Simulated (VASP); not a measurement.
# HfRu in VASP: a series of runs, part 2 of 2

VASP 6.6.1.

## 4. Single point, PBE

INCAR reads:

```
ALGO = Fast
EDIFF = 1E-6
ENCUT = 520
GGA = PE
ISIF = 2
ISMEAR = -1
LASPH = True
LCHARG = True
LELF = True
LREAL = False
LVHAR = True
LWAVE = False
NBANDS = 58
NELM = 100
PREC = Accurate
SIGMA = 0.1
```

KPOINTS reads:

```
k-points
0
Gamma
  3 3 3
```

POSCAR reads:

```
HfRu
1.0
    5.2705610000      0.1286840000      0.0935650000
   -0.7872520000      4.9348230000     -0.7066080000
    1.0731120000      0.3451780000      5.5905610000
Ru Hf
4 4
Direct
    0.3309606201      0.0771062369      0.1044708310
    0.6606519471      0.5167100677      0.5324613340
    0.8471706711      0.1572921766      0.1794657793
    0.3040862805      0.6446407930      0.8503170806
    0.9684201737      0.2436258685      0.7240011788
    0.4587058681      0.0244198955      0.5413874348
    0.1824495016      0.5472218318      0.3173371038
    0.7367486231      0.6511182748      0.0593485157
```

Potentials or basis: VASP PAW PBE potentials, release 64 (Ru_pv, Hf_pv).

Run with:

```
cat potpaw_PBE.64/Ru_pv/POTCAR potpaw_PBE.64/Hf_pv/POTCAR > POTCAR
mpirun -np 1 vasp_std > vasp.out
```

OUTCAR:

```text
EDIFF = 1E-6
   ENCUT = 520
   GGA = PE
   ISIF = 2
   ISMEAR = -1
   LASPH = True
   LREAL = False
   NELM = 100
   PREC = Accurate

 ion  position               nearest neighbor table
   1  0.331  0.077  0.104-   4 2.49   3 2.58   7 2.68   6 2.76   3 2.81   7 3.00   6 3.13   8 3.19
                             8 3.36   5 3.41   8 3.59
   2  0.661  0.517  0.532-   4 2.43   6 2.57   3 2.68   5 2.72   7 2.76   8 2.79   6 2.90   7 3.05
                             8 3.10
   3  0.847  0.157  0.179-   1 2.58   8 2.59   5 2.61   7 2.63   6 2.66   2 2.68   1 2.81   8 2.82
                             5 3.27
   4  0.304  0.645  0.850-   2 2.43   1 2.49   5 2.65   6 2.67   7 2.69   8 2.78   8 2.99   7 3.21
                             6 3.53
   5  0.968  0.244  0.724-   3 2.61   4 2.65   2 2.72   7 2.87   8 2.87   6 2.90   6 3.11   3 3.27
                             1 3.41   8 3.66
   6  0.459  0.024  0.541-   2 2.57   3 2.66   4 2.67   1 2.76   2 2.90   5 2.90   7 2.95   5 3.11
                             1 3.13   8 3.35   4 3.53   7 3.64
   7  0.182  0.547  0.317-   3 2.63   1 2.68   4 2.69   2 2.76   5 2.87   6 2.95   8 2.99   1 3.00
                             2 3.05   8 3.15   4 3.21   6 3.64
   8  0.737  0.651  0.059-   3 2.59   4 2.78   2 2.79   3 2.82   5 2.87   4 2.99   7 2.99   2 3.10
                             7 3.15   1 3.19   6 3.35   1 3.36   1 3.59   5 3.66

  LATTYP: Found a triclinic cell.
 ALAT       =     5.2729619035
 B/A-ratio  =     1.3123007575
 C/A-ratio  =     0.9571344679
 COS(alpha) =     0.0139903151
 COS(beta)  =     0.1345371218
 COS(gamma) =     0.5914572899

  Lattice vectors:

 A1 = (  -5.2705610000,  -0.1286840000,  -0.0935650000)
 A2 = (  -4.1974490000,   0.2164940000,   5.4969960000)
 A3 = (  -0.7872520000,   4.9348230000,  -0.7066080000)

Analysis of symmetry for initial positions (statically):
=====================================================================
 Subroutine PRICEL returns:
 Original cell was already a primitive cell.

 Routine SETGRP: Setting up the symmetry group for a
 triclinic supercell.

 Subroutine GETGRP returns: Found  1 space group operations
 (whereof  1 operations were pure point group operations)
 out of a pool of  2 trial point group operations.

The static configuration has the point symmetry C_1 .

Analysis of symmetry for dynamics (positions and initial velocities):
=====================================================================
 Subroutine PRICEL returns:
 Original cell was already a primitive cell.

 Routine SETGRP: Setting up the symmetry group for a
 triclinic supercell.

 Subroutine GETGRP returns: Found  1 space group operations
 (whereof  1 operations were pure point group operations)
 out of a pool of  2 trial point group operations.

The dynamic configuration has the point symmetry C_1 .

 Subroutine INISYM returns: Found  1 space group operations
 (whereof  1 operations are pure point group operations),
 and found     1 'primitive' translations

----------------------------------------------------------------------------------------

                                     Primitive cell

  volume of cell :     146.6399

  direct lattice vectors                    reciprocal lattice vectors
[... 66 lines left out ...]
 -0.333333  0.333333  0.333333      2.000000
 -0.000000 -0.333333  0.333333      2.000000
  0.333333 -0.333333  0.333333      2.000000
 -0.333333 -0.333333  0.333333      2.000000
   k-points           NKPTS =     14   k-points in BZ     NKDIM =     14   number of bands    NBANDS=     58
   number of dos      NEDOS =    301   number of ions     NIONS =      8
   total plane-waves  NPLWV =  67200
   dimension x,y,z NGX =    40 NGY =   40 NGZ =   42
   dimension x,y,z NGXF=    80 NGYF=   80 NGZF=   84
   ions per type =               4   4
   NGX,Y,Z   is equivalent  to a cutoff of  12.61, 13.18, 12.24 a.u.
   NGXF,Y,Z  is equivalent  to a cutoff of  25.22, 26.35, 24.49 a.u.
 SYSTEM =  unknown system
   PREC   = accura    normal or accurate (medium, high low for compatibility)
   ISTART =      0    job   : 0-new  1-cont  2-samecut
   ICHARG =      2    charge: 1-file 2-atom 10-const
   ISPIN  =      1    spin polarized calculation?
   LNONCOLLINEAR =      F non collinear calculations
   LSORBIT =      F    spin-orbit coupling
   LASPH  =      T    aspherical Exc in radial PAW
   ENCUT  =  520.0 eV  38.22 Ry    6.18 a.u.   9.80  9.38 10.60*2*pi/ulx,y,z
   NELM   =    100;   NELMIN=  2; NELMDL= -5     # of ELM steps
   EDIFF  = 0.1E-05   stopping-criterion for ELM
   LREAL  =      F    real-space projection
   EDIFFG = 0.1E-04   stopping-criterion for IOM
   NSW    =      0    number of steps for IOM
   IBRION =     -1    ionic relax: 0-MD 1-quasi-New 2-CG
   NFREE  =      0    steps in history (QN), initial steepest desc. (CG)
   ISIF   =      2    stress and relaxation
   ISYM   =      2    0-nonsym 1-usesym 2-fastsym
   POTIM  = 0.5000    time-step for ionic-motion
   TEBEG  =    0.0;   TEEND  =   0.0 temperature during run
   PSTRESS=    0.0 pullay stress
   NELECT =      96.0000    total number of electrons
   NUPDOWN=      -1.0000    fix difference up-down
   EMIN   =  10.00;   EMAX   =-10.00  energy-range for DOS
   EFERMI =   0.00;   METHOD = LEGACY
   ISMEAR =    -1;   SIGMA  =   0.10  broadening in eV -4-tet -1-fermi 0-gaus
   EFERMI_NEDOS =   21; number of points for ismear=-14 and -15
   IALGO  =     68    algorithm
   IMIX   =      4    mixing-type and parameters
     AMIX     =   0.40;   BMIX     =  1.00
     AMIX_MAG =   1.60;   BMIX_MAG =  1.00
  volume/ion in A,a.u.               =      18.33       123.70
  Fermi-wavevector in a.u.,A,eV,Ry     =   1.421503  2.686252 27.492906  2.020672
  Thomas-Fermi vector in A             =   2.542306
   LORBIT       =      0    0 simple, 1 ext, 2 COOP (PROOUT), +10 PAW based schemes
   GGA     = PE    functional components
   LHFCALC =     F    Hartree Fock is set to
   AEXX    =    0.0000 exact exchange contribution
   IVDW    =     0    specifies the selected vdW correction
   LEPSILON=     F    determine dielectric tensor
   LRPA    =     F    only Hartree local field effects (RPA)
 non-spin polarized calculation
 RMM-DIIS sequential band-by-band and
  energy-cutoff  :      520.00
  volume of cell :      146.64
 maximum number of plane-waves:      3962
   NGX = 19   NGY = 19   NGZ = 21

 number of electron      96.0000000 magnetization

 Free energy of the ion-electron system (eV)
  ---------------------------------------------------
  ext. energy  EPLUGINS =         0.00000000
  ---------------------------------------------------
  free energy    TOTEN  =       -76.03464498 eV

  energy without entropy =      -75.75154368  energy(sigma->0) =      -75.89309433

 E-fermi :   7.4102     XC(G=0): -12.1571

 val. band max:        7.3972579912   @ k =   0.3333   0.3333   0.3333
 cond. band min:       7.4174212834   @ k =   0.0000   0.0000   0.0000
 fundamental gap:      0.0201632922
 Fermi energy:         7.4102189346

 k-point     1 :       0.0000    0.0000    0.0000
  band No.  band energies     occupation
      1     -35.4447      2.00000
      2     -35.2301      2.00000
      3     -35.1817      2.00000
      4     -34.9485      2.00000
      5     -34.9094      2.00000
      6     -34.8637      2.00000
[... 843 lines left out ...]
     57       9.6577      0.00000
     58       9.9342      0.00000

------------------------ aborting loop because EDIFF is reached ----------------------------------------

  FORCE on cell =-STRESS in cart. coord.  units (eV):
  Direction    XX          YY          ZZ          XY          YZ          ZX
  --------------------------------------------------------------------------------------
  -------------------------------------------------------------------------------------
  Total        8.0501729      5.2708698      2.9375764      0.6069859      2.8435501     -5.2274837
  in kB       87.9556338     57.5891600     32.0957569      6.6318861     31.0684326    -57.1151256
  external PRESSURE =      59.2135169 kB  Pullay stress =       0.0000000 kB

 VOLUME and BASIS-vectors are now :
 -----------------------------------------------------------------------------
  energy-cutoff  :      520.00
  volume of cell :      146.64
      direct lattice vectors                 reciprocal lattice vectors
     5.270561000  0.128684000  0.093565000     0.189800567  0.024842563 -0.037966203
    -0.787252000  4.934823000 -0.706608000    -0.004685759  0.200252379 -0.011464748
     1.073112000  0.345178000  5.590561000    -0.003768796  0.024894736  0.178059273

 POSITION                                       TOTAL-FORCE (eV/Angst)
 -----------------------------------------------------------------------------------
      1.79576      0.45916      0.56053         0.478740     -0.074008      0.234705
      3.64662      2.81868      2.67346         0.673262      0.260571     -0.091857
      4.53382      0.94717      0.97144         0.280397     -0.052410     -0.235596
      2.00770      3.51383      4.32669        -1.528353     -0.108254      0.396209
      5.68926      1.57678      3.96604         0.032454     -1.568427      0.574337
      2.97938      0.36641      3.05232         0.679663      0.294242     -0.262040
      0.87135      2.83346      1.40449        -0.370851      0.672546      0.120186
      3.43417      3.32845     -0.05936        -0.245312      0.575740     -0.735943
 -----------------------------------------------------------------------------------
    total drift:                                0.000198     -0.000136      0.000004

  FREE ENERGIE OF THE ION-ELECTRON SYSTEM (eV)
  ---------------------------------------------------
  free  energy   TOTEN  =       -76.0346449757 eV

  energy  without entropy=      -75.7515436785  energy(sigma->0) =      -75.89309433
```

Wall time 2.9 min (1 thread of Intel Xeon Platinum 8488C (Sapphire Rapids), shared host); peak memory 0.29 GiB.

Results:

```
Free energy            : -76.0346 eV
Pressure               : 5.9 GPa
Largest force          : 1.671 eV/Å
Band gap on the k mesh : none (metal or under the smearing width)
```

Forces in eV/Å, atoms in the order of the input:
```
Ru   0.479 -0.074  0.235
Ru   0.673  0.261 -0.092
Ru   0.280 -0.052 -0.236
Ru  -1.528 -0.108  0.396
Hf   0.032 -1.568  0.574
Hf   0.680  0.294 -0.262
Hf  -0.371  0.673  0.120
Hf  -0.245  0.576 -0.736
```

Stress tensor (GPa, compression positive):
```
 8.80  0.66 -5.71
 0.66  5.76  3.11
-5.71  3.11  3.21
```

Levels at points of the mesh, in eV from the Fermi level:
```csv
k point,band 45,band 46,band 47,band 48,band 49,band 50,band 51,band 52
"(0.00, 0.00, 0.00)",-0.73,-0.35,-0.06,0.01,0.02,0.34,0.72,0.83
```

Caveat: the k mesh is coarse (spacing up to 0.42 Å⁻¹), so the values aren't converged.
